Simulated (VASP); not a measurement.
```
CELL_PARAMETERS angstrom
      0.00000     2.51650     2.51650
      2.51650     0.00000     2.51650
      2.51650     2.51650     0.00000
ATOMIC_POSITIONS crystal
  Li 0.00000 0.00000 0.00000
  Cl 0.50000 0.50000 0.50000
```

The numbers are results of PBE GGA with D3 dispersion (Becke-Johnson damping), VASP's PBE PAW potentials (set 64) (plane waves; VASP), not measurements. Run with 520 eV cut-off, 9×9×9 Γ-centred mesh, Gaussian smearing of 0.050 eV, potentials Li_sv Cl.

Predict the energy per atom (σ→0), band gap (on the k-mesh) with the smallest direct gap where there is one.

| Item | Value |
|---|---|
| band gap (on the k-mesh) | 6.68 eV |
| smallest direct gap (on the k-mesh) | 6.68 eV |
| energy per atom (σ→0) | -3.924 eV/atom |

The compound is LiCl in the rock salt structure. It was relaxed first, which changed the volume by -6 %.
